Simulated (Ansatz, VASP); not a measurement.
One calculation of WI, two programs

```
CELL_PARAMETERS angstrom
1.72623 0.99664 5.49835
-1.72623 0.99664 5.49835
0.00000 -1.99327 5.49835
ATOMIC_POSITIONS crystal
W 0.00000 0.00000 0.00000
I 0.50000 0.50000 0.50000
```

Alike in both runs: task single point; functional PBE; k mesh 6 × 6 × 6; occupations gaussian, width 0.1 eV; no spin polarisation.

```csv
,VASP,Ansatz
version,VASP 6.6.1,Ansatz 0.2.0
potentials or method,"VASP PAW PBE potentials, release 64 (W_sv, I)","scalar-relativistic, plane waves, PAW"
plane-wave cutoff (eV),520,420
valence electrons in the cell,21,31
```

```tsv
	VASP	Ansatz	Ansatz less VASP
gap on the k mesh at the Fermi level (eV)	none	none	-
pressure (GPa)	-17.9	-17.9	+0.02
largest component of the traceless stress (GPa)	5.64	5.65	+0.002
```

A gap of «none» marks a metal or a gap that the smearing closes. The two sets of potentials don't hold the same shells in valence.

Caveats: so large a pressure means that the cell lies far from this level's equilibrium, or that cutoff or potentials fall short (VASP); an odd number of electrons without spin polarisation forces a metal; a magnetic or distorted state may lie lower. The runs have no spin-orbit coupling, so splittings on I, W are missing.
